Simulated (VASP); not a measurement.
A VASP calculation is set up with these files.

**INCAR**
```
LREAL  =  .FALSE.   ! projection in real space or not
GGA  =  PS
LMAXMIX  =  4
NELM  =  100   ! most electronic steps
ISMEAR  =  1   ! Methfessel-Paxton
ENCUT  =  620   ! plane-wave cut-off (eV)
IBRION  =  2   ! conjugate gradients
SYSTEM  =  CuF
NSW  =  40
LWAVE  =  .FALSE.
LASPH  =  .TRUE.   ! aspherical one-centre terms
PREC  =  Accurate
EDIFFG  =  -0.02
LCHARG  =  .FALSE.
EDIFF  =  1E-6
SIGMA  =  0.1   ! width (eV)
ISIF  =  3   ! ions, shape and volume
ALGO  =  Normal   ! blocked Davidson
```

**POSCAR**
```
CuF
1.0
  2.7282026214   0.0000000000   0.0000000000
  0.0000000000   2.7282026214   0.0000000000
  0.0000000000   0.0000000000   2.7282026214
Cu F
1 1
Cart
  0.0000000000   0.0000000000   0.0000000000
  1.3641013107   1.3641013107   1.3641013107
```

**KPOINTS**
```
Automatic mesh
0
Gamma
13 13 13
0 0 0
```

POTCAR, in this order: Cu F (PBE.64 set). Program: vasp_std.

Write an equivalent input for Ansatz.

One equivalent input (not run):
Ansatz 0.2 input:
```yaml
crystal:
  lattice:
    - [2.7282026, 0.0000000, 0.0000000]
    - [0.0000000, 2.7282026, 0.0000000]
    - [0.0000000, 0.0000000, 2.7282026]
  atoms:
    - { symbol: Cu, position: [0.0000000, 0.0000000, 0.0000000] }
    - { symbol: F, position: [0.5000000, 0.5000000, 0.5000000] }
kpoints:
  mp_grid: { grid: [13, 13, 13] }
hamiltonian:
  xc: pbesol
  pseudopotentials: { kind: paw }
scf:
  occupations: { method: methfessel_paxton, width: 0.1 }
  max_iter: 100
relax:
  max_steps: 40
  f_tol: 0.02
  cell: {}
output: { forces: true, stress: true, eigenvalues: true }
```
What does not carry over: each code has its own PAW files, so the cut-off isn't converted (ENCUT is set for VASP's; basis.ecutwfc is left out, and Ansatz then takes the one that its files recommend); Ansatz stops its SCF on the density residual and VASP on the energy change (EDIFF).

The structure was generated: CuF was put into the CsCl type type (Pm-3m), which need not be its known phase. It was relaxed first, which changed the volume by +37 %.
